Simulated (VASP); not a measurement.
Consider the following.

```yaml
crystal:
  lattice:
    - [2.90182, 0.00000, 0.00000]
    - [0.00000, 2.90182, 0.00000]
    - [0.00000, 0.00000, 2.90182]
  atoms:
    - { symbol: Ru, position: [0.00000, 0.00000, 0.00000] }
    - { symbol: P, position: [0.50000, 0.50000, 0.50000] }
```

All values below come from LDA (Ceperley-Alder, Perdew-Zunger), VASP's LDA PAW potentials (set 64) (plane waves; VASP 6.6.1). Settings: 400 eV cut-off, Gaussian smearing of 0.050 eV, potentials Ru_pv P.

Problem. Give the energies of bands 5 to 12 at the high-symmetry points, in eV from the Fermi level.

Solution. 
```
band      Γ      X      M      R
----  -----  -----  -----  -----
5     -5.67  -9.57  -6.00  -8.41
6     -5.67  -4.67  -6.00  -8.41
7     -1.40  -4.40  -5.06  -8.07
8     -1.40  -4.40  -3.02   0.33
9     -1.40  -1.03  -3.02   0.33
10    -0.11   0.44   0.22   2.35
11    -0.11   4.83   0.77   2.35
12    -0.11   5.60   2.23   2.35
```

It has no gap at this level: it comes out as a metal or semimetal.

The structure was generated: RuP was put into the CsCl type type (Pm-3m), which need not be its known phase. It was relaxed first, which changed the volume by -31 %. The electron count is odd and the run is not spin-polarised, which forces a metal.
